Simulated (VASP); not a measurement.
OSZICAR of a VASP run on FePt (L1_0):

OSZICAR:
```
       N       E                     dE             d eps       ncg     rms          rms(c)
DAV:   1     0.444154979368E+02    0.44415E+02   -0.90675E+03 13336   0.137E+03
DAV:   2    -0.677816258599E+02   -0.11220E+03   -0.99791E+02 13310   0.267E+02
DAV:   3    -0.714594428325E+02   -0.36778E+01   -0.36075E+01 16258   0.590E+01
DAV:   4    -0.714979264175E+02   -0.38484E-01   -0.38468E-01 14938   0.513E+00
DAV:   5    -0.714990487449E+02   -0.11223E-02   -0.11225E-02 17317   0.989E-01    0.183E+01
DAV:   6    -0.693113415887E+02    0.21877E+01   -0.25983E+01 14954   0.110E+02    0.286E+01
DAV:   7    -0.666046814155E+02    0.27067E+01   -0.10326E+01 16333   0.859E+01    0.897E+00
DAV:   8    -0.664883627833E+02    0.11632E+00   -0.62453E-01 16546   0.120E+01    0.372E+00
DAV:   9    -0.665505127911E+02   -0.62150E-01   -0.18774E-01 14540   0.618E+00    0.264E+00
DAV:  10    -0.665430491892E+02    0.74636E-02   -0.89286E-02 17758   0.743E+00    0.991E-01
DAV:  11    -0.665407576450E+02    0.22915E-02   -0.12586E-02 17603   0.245E+00    0.343E-01
DAV:  12    -0.665415255520E+02   -0.76791E-03   -0.14013E-03 15767   0.466E-01    0.117E-01
DAV:  13    -0.665416564153E+02   -0.13086E-03   -0.11704E-04 16542   0.155E-01    0.563E-02
DAV:  14    -0.665416802663E+02   -0.23851E-04   -0.56735E-05 15506   0.921E-02    0.244E-02
DAV:  15    -0.665416802091E+02    0.57249E-07   -0.14362E-05 17115   0.612E-02    0.101E-02
DAV:  16    -0.665416805407E+02   -0.33168E-06   -0.40126E-06 17960   0.334E-02    0.593E-03
DAV:  17    -0.665416820431E+02   -0.15023E-05   -0.43831E-07 15274   0.773E-03    0.334E-03
DAV:  18    -0.665416830092E+02   -0.96612E-06   -0.19038E-07 10664   0.106E-02    0.917E-04
DAV:  19    -0.665416829308E+02    0.78416E-07   -0.54801E-08  7251   0.366E-03
   1 F= -.66541683E+02 E0= -.66541683E+02  d E =0.000000E+00  mag=     3.5347
       N       E                     dE             ncg
```

### Question
Which electronic solver shows in the log?

### Answer
It is blocked Davidson (ALGO = Normal, or the opening steps of other solvers). The INCAR had ALGO = Normal.

### Question
How was spin treated?

### Answer
Collinear spin (ISPIN = 2): the summary line carries one mag value, 3.53 μB in the cell.

### Question
Can the final energy be trusted as converged?

### Answer
Self-consistency was reached. It stopped with EDIFF = 1E-7, NELM = 100 (r2SCAN meta-GGA, plane waves, VASP's PBE PAW potentials (set 64)).

The compound is FePt in the L1_0 structure. It was relaxed first.
